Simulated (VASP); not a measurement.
Consider the following.

```
CELL_PARAMETERS angstrom
      2.80603     0.00000     0.00000
      0.00000     2.80603     0.00000
      0.00000     0.00000     3.50629
ATOMIC_POSITIONS crystal
  Cu 0.00000 0.00000 0.00000
  Au 0.50000 0.50000 0.50000
```

Level of theory: LDA (Ceperley-Alder, Perdew-Zunger), VASP's LDA PAW potentials (set 64) (plane waves; VASP). Run with 500 eV cut-off, 13×13×10 Γ-centred mesh, first-order Methfessel-Paxton smearing of 0.10 eV, potentials Cu Au.

**Question.** The ions, cell shape and volume are relaxed. Give the cell that the relaxation ends in.

**Answer.** 
```
CELL_PARAMETERS angstrom
      2.75974     0.00000     0.00000
      0.00000     2.75974     0.00000
      0.00000     0.00000     3.63490
ATOMIC_POSITIONS crystal
  Cu 0.00000 0.00000 0.00000
  Au 0.50000 0.50000 0.50000
```
Space group P4/mmm (123), at a tolerance of 0.03 Å.

**Question.** How do energy and volume change from the first to the last step?

**Answer.** The energy (σ→0) changes by -3.0 meV/atom and the volume by +0.3 %, in 7 ionic steps.

The compound is CuAu in the L1_0 structure. This run relaxes it. Symmetry was kept, so distortions that lower it aren't found.
